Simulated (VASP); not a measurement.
Data:

```
CELL_PARAMETERS angstrom
      4.26366     0.00000     0.00000
      0.00000     2.82241     0.00000
      0.00000     0.00000     4.35306
ATOMIC_POSITIONS crystal
  Ru 0.75000 0.50000 0.31250
  Ru 0.25000 0.50000 0.68750
  Ir 0.75000 0.00000 0.81250
  Ir 0.25000 0.00000 0.18750
```

The numbers are results of PBE GGA, VASP's PBE PAW potentials (set 64) (plane waves; VASP), not measurements. Numerical set-up: 300 eV cut-off, 5×7×5 Γ-centred mesh, Fermi-Dirac smearing of 0.10 eV, potentials Ru_pv Ir.

At this cut-off the stress carries a Pulay error, which pulls relaxed volumes low. Energy and stress use the plane-wave basis of the starting cell.

### Question
The ions, cell shape and volume are relaxed. What does this cell relax into?

### Answer

```
CELL_PARAMETERS angstrom
      4.35092     0.00000     0.00000
      0.00000     2.73146     0.00000
      0.00000     0.00000     4.74503
ATOMIC_POSITIONS crystal
  Ru 0.75000 0.50000 0.33534
  Ru 0.25000 0.50000 0.66466
  Ir 0.75000 0.00000 0.83269
  Ir 0.25000 0.00000 0.16731
```
Space group Pmma (51), at a tolerance of 0.03 Å.

### Question
How do energy and volume change from the first to the last step?

### Answer
The energy (σ→0) changes by -279.0 meV/atom and the volume by +7.7 %, in 16 ionic steps.

```tsv
step	E(σ→0) (eV)	max force (eV/Å)	pressure (GPa)	volume (Å³)
1	-35.2677	1.354	33.76	52.38
2	-32.1113	0.163	-54.29	75.73
3	-35.9978	0.837	-12.24	59.02
4	-36.0221	0.869	-7.53	58.07
5	-36.2935	0.549	1.64	56.21
6	-36.3227	0.629	-1.17	56.65
7	-36.3711	0.208	3.63	55.79
8	-36.3711	0.220	3.49	55.82
9	-36.3587	0.142	-5.45	57.34
10	-36.3810	0.064	-0.46	56.45
11	-36.3836	0.012	0.05	56.37
12	-36.3835	0.024	-0.06	56.39
13	-36.3836	0.009	0.10	56.36
14	-36.3836	0.011	0.08	56.36
15	-36.3836	0.013	0.08	56.36
16	-36.3835	0.004	-0.08	56.39
```

The structure was generated: IrRu was put into an ordered model structure, which need not be its known phase. This run relaxes it. Symmetry was kept, so distortions that lower it aren't found. The k-mesh is coarse (spacing up to 0.33 per Å, 2π included), so the numbers may not be converged in it. The run is one of a series of settings (EDIFFG = -0.01, IBRION = 2, ISIF = 3, NSW = 50 against the base run), some of them coarse on purpose. VASP warned that the highest band is occupied, so more bands are needed.
